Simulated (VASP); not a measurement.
Crystal: Cu.

```
Cu
1.0
     0.00000    1.80750    1.80750
     1.80750    0.00000    1.80750
     1.80750    1.80750    0.00000
Cu
1
Cartesian
  0.0000 0.0000 0.0000
```

| Quantity | Value |
| --- | --- |
| Program | VASP 6.6.1 |
| Task | relaxation of cell and atoms |
| Functional | PBEsol |
| Potentials or basis | VASP PAW PBE potentials, release 64 (Cu) |
| Cutoff | 520 eV |
| k mesh | 20 × 20 × 20 |
| Occupations | gaussian, width 0.1 eV |
| Spin | no spin polarisation |

At the start: pressure -5.7 GPa; volume 11.81 Å³/atom.

Task: Where does the relaxation end?

Result: Over 13 steps the energy falls by 8.4 meV/atom and the volume is 11.37 Å³/atom (-3.7 %); space group Fm-3m (No. 225, to 0.05 Å).

The path:
| step | energy change (eV) | largest force (eV/Å) | pressure (GPa) | volume (Å³) |
| --- | --- | --- | --- | --- |
| 1 | 0.0000 | 0.0000 | -5.66 | 11.81 |
| 2 | -0.0053 | 0.0000 | 4.01 | 11.11 |
| 3 | -0.0084 | 0.0000 | -0.36 | 11.36 |
| 4 | -0.0084 | 0.0000 | 0.40 | 11.34 |
| 5 | -0.0084 | 0.0000 | 0.20 | 11.35 |
| 6 | -0.0084 | 0.0000 | -0.17 | 11.37 |
| 7 | -0.0084 | 0.0000 | 0.24 | 11.36 |
| 8 | -0.0084 | 0.0000 | -0.21 | 11.37 |
| 9 | -0.0084 | 0.0000 | -0.04 | 11.37 |
| 10 | -0.0084 | 0.0000 | 0.06 | 11.37 |
| 11 | -0.0084 | 0.0000 | -0.03 | 11.37 |
| 12 | -0.0084 | 0.0000 | 0.05 | 11.37 |
| 13 | -0.0084 | 0.0000 | -0.01 | 11.37 |

Final structure:
```yaml
crystal:
  lattice:
    - [0.00000, 1.78467, 1.78467]
    - [1.78467, 0.00000, 1.78467]
    - [1.78467, 1.78467, 0.00000]
  atoms:
    - { symbol: Cu, position: [0.00000, 0.00000, 0.00000] }
```

Caveat: the PAW data sets were made with another functional, which shifts forces and pressure a little.
